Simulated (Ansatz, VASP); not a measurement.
Two plane-wave programs on LiMg12 (a cell with a defect)

```
Mg Li
1.0
     6.42000    0.00000    0.00000
    -4.81500    8.33982    0.00000
     0.00000    0.00000    5.21304
Mg Li
12 1
Direct
  0.96743 0.95424 0.11199
  0.26437 0.27629 0.35930
  0.97840 0.33652 0.98330
  0.15580 0.53641 0.50546
  0.01679 0.66002 0.00551
  0.17239 0.90361 0.56640
  0.50568 0.98926 0.01551
  0.68478 0.21179 0.46336
  0.49101 0.31240 0.88872
  0.71007 0.57574 0.49030
  0.48790 0.63410 0.00981
  0.59700 0.84681 0.52431
  0.97696 0.10531 0.70396
```

Alike in both runs: functional PBEsol; k mesh 2 × 2 × 2; occupations fermi-dirac, width 0.15 eV; no spin polarisation.

Ansatz relaxed the structure, and its values are those at the end. VASP's run is a single point on that final structure, the one shown.

```csv
,VASP,Ansatz
version,VASP 6.6.1,Ansatz 0.2.0
potentials or method,"VASP PAW PBE potentials, release 64 (Mg, Li_sv)","scalar-relativistic, plane waves, PAW"
plane-wave cutoff (eV),520,420
valence electrons in the cell,27,123
```

|  | VASP | Ansatz | Ansatz less VASP |
| --- | --- | --- | --- |
| rms of the force components (eV/Å) | 0.011 | 0.011 | -0.0003 |

The two sets of potentials don't hold the same shells in valence.

Caveats: the k mesh is coarse (spacing up to 0.60 Å⁻¹), so the values aren't converged; the PAW data sets were made with another functional, which shifts forces and pressure a little (VASP).
